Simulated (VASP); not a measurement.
Here is the system:

```
CELL_PARAMETERS angstrom
      3.75691     0.00000     0.00000
      0.00000     3.75691     0.00000
      0.00000     0.00000     3.75691
ATOMIC_POSITIONS crystal
  Sr 0.00000 0.00000 0.00000
  V  0.50000 0.50000 0.50000
  O  0.50000 0.00000 0.50000
  O  0.00000 0.50000 0.50000
  O  0.50000 0.50000 0.00000
```

The numbers are results of PBEsol GGA, VASP's PBE PAW potentials (set 64) (plane waves; VASP), not measurements. Run with 620 eV cut-off, 8×8×8 Γ-centred mesh, first-order Methfessel-Paxton smearing of 0.10 eV, potentials Sr_sv V_sv O.

Energy and stress use the plane-wave basis of the starting cell.

Problem. The ions, cell shape and volume at an external pressure of 20.0 GPa are relaxed. Which structure does the run end with?

Solution. 
```
CELL_PARAMETERS angstrom
      3.71039     0.00000     0.00000
      0.00000     3.71039     0.00000
      0.00000     0.00000     3.71039
ATOMIC_POSITIONS crystal
  Sr 0.00000 0.00000 0.00000
  V  0.50000 0.50000 0.50000
  O  0.50000 0.00000 0.50000
  O  0.00000 0.50000 0.50000
  O  0.50000 0.50000 0.00000
```
Space group Pm-3m (221), at a tolerance of 0.03 Å.

Problem. How do energy and volume change from the first to the last step?

Solution. The energy (σ→0) changes by +35.8 meV/atom and the volume by -3.7 %, in 3 ionic steps.

| step | E(σ→0) (eV) | max force (eV/Å) | pressure (GPa) | volume (Å³) |
|---|---|---|---|---|
| 1 | -41.3117 | 0.000 | 10.06 | 53.03 |
| 2 | -40.6006 | 0.000 | 38.99 | 48.14 |
| 3 | -41.1324 | 0.000 | 19.86 | 51.08 |

The compound is SrVO3 in the cubic perovskite structure. This run relaxes it under an external pressure of 20 GPa. Symmetry was kept, so distortions that lower it aren't found. The run is not spin-polarised, so no magnetic state was tried. The electron count is odd and the run is not spin-polarised, which forces a metal.
